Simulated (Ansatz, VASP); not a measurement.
**TaGeI: VASP beside Ansatz**

```
CELL_PARAMETERS angstrom
3.64835 0.00000 0.00000
0.00000 3.64835 0.00000
0.00000 0.00000 10.77212
ATOMIC_POSITIONS crystal
Ta 0.50000 0.00000 0.18289
Ta 0.00000 0.50000 0.81711
Ge 0.50000 0.50000 0.00000
Ge 0.00000 0.00000 0.00000
I 0.50000 0.00000 0.67505
I 0.00000 0.50000 0.32495
```

Change from the starting cell: species swapped into the MnCoSb type (P4/nmm, No. 129).

Alike in both runs: task relaxation of cell and atoms; functional PBE; k mesh 6 × 6 × 2; occupations gaussian, width 0.1 eV; no spin polarisation.

```csv
,VASP,Ansatz
version,VASP 6.6.1,Ansatz 0.2.0
potentials or method,"VASP PAW PBE potentials, release 64 (Ta_pv, Ge_d, I)","scalar-relativistic, plane waves, PAW"
plane-wave cutoff (eV),600,420
valence electrons in the cell,64,88
```

VASP gave:

| Quantity | Value |
| --- | --- |
| gap on the k mesh at the Fermi level, each at its own relaxed structure (eV) | none |
| relaxed volume (Å³/atom) | 23.94 |
| relaxed cell length with the largest relative difference (Å) | 10.805 |

What did Ansatz give for the same quantities?

gap on the k mesh at the Fermi level, each at its own relaxed structure (eV): none; relaxed volume (Å³/atom): 23.94; relaxed cell length with the largest relative difference (Å): 10.835.

A gap of «none» marks a metal or a gap that the smearing closes. The two sets of potentials don't hold the same shells in valence.

Caveats: this functional lacks dispersion, which binds the layers, so the pressure and a relaxed spacing across them are unreliable. The runs have no spin-orbit coupling, so splittings on I, Ta are missing.
